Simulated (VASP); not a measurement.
A run of VASP 6.6.1 is set up as follows.

Contents of POSCAR:

```
BaOsF3
1.0
    4.0750628200      0.0000000000      0.0000000000
    0.0000000000      4.0750628200      0.0000000000
    0.0000000000      0.0000000000      4.0750628200
Os Ba F
1 1 3
Direct
    0.0000000000      0.0000000000      0.0000000000
    0.5000000000      0.5000000000      0.5000000000
    0.5000000000      0.0000000000      0.0000000000
    0.0000000000      0.5000000000      0.0000000000
    0.0000000000      0.0000000000      0.5000000000
```

File INCAR.step1:

```
SYSTEM = BaOsF3
PREC = Accurate
ENCUT = 520
ISMEAR = 0
SIGMA = 0.0264
LREAL = .FALSE.
LASPH = .TRUE.
NELM = 100
NBANDS = 28
GGA = PE
ALGO = Normal
EDIFF = 1E-4
LWAVE = .TRUE.
LCHARG = .FALSE.
```

The input INCAR.step2:

```
SYSTEM = BaOsF3
PREC = Accurate
ENCUT = 520
EDIFF = 1E-6
ISMEAR = 0
SIGMA = 0.0264
LREAL = .FALSE.
LASPH = .TRUE.
NELM = 100
ALGO = Normal
ISIF = 2
LWAVE = .FALSE.
LCHARG = .TRUE.
METAGGA = R2SCAN
LMIXTAU = .TRUE.
LELF = .TRUE.
LVHAR = .TRUE.
NBANDS = 28
ISTART = 1
```

The input KPOINTS:

```
Automatic mesh
0
G
  5 5 5
  0 0 0
```

Potentials or basis: VASP PAW PBE potentials, release 64 (Os, Ba_sv, F).

Command:

```sh
$ cat potpaw_PBE.64/Os/POTCAR potpaw_PBE.64/Ba_sv/POTCAR potpaw_PBE.64/F/POTCAR > POTCAR
$ cp INCAR.step1 INCAR
$ mpirun -np 1 vasp_std > vasp.out
$ cp INCAR.step2 INCAR
$ mpirun -np 1 vasp_std > vasp.out
```

(1) Estimate the pressure.

(2) Estimate the band gap on the k mesh.

## Answers

(1) 30.4 GPa.

(2) none (metal or under the smearing width).

Caveat: a pressure of tens of GPa on the cell as given is suspect, and the run, the potentials or the cell itself is likely at fault; the PAW data sets were made with another functional, which shifts forces and pressure a little; an odd number of electrons without spin polarisation forces a metal; a magnetic or distorted state may lie lower.
